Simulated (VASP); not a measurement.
Given:

```
InTl3
1.0
    4.81314     0.00000     0.00000
    0.00000     4.81314     0.00000
    0.00000     0.00000     4.81314
Tl In
3 1
Direct
  0.50000   0.50000   0.00000
  0.00000   0.50000   0.50000
  0.50000   0.00000   0.50000
  0.00000   0.00000   0.00000
```

Calculation: PBEsol GGA, VASP's PBE PAW potentials (set 64) (plane waves; VASP). Numerical set-up: 400 eV cut-off, 7×7×7 Γ-centred mesh, tetrahedra with Blöchl corrections, potentials Tl_d In_d.

The cores are frozen, which limits the accuracy of field gradients.

**Question.** Give the principal components of the electric field gradient (V/Å²) and the asymmetry η at each nucleus.

**Answer.** 
```tsv
atom	Vxx	Vyy	Vzz	η
Tl1	-17.2	-17.2	34.5	0.00
Tl2	-17.2	-17.2	34.5	0.00
Tl3	-17.2	-17.2	34.5	0.00
In4	0.0	0.0	0.0	-
```

The structure comes from a computed database's Tl3In entry (Pm-3m); how it stands against other phases isn't given here. It was relaxed first, which changed the volume by -6 %.
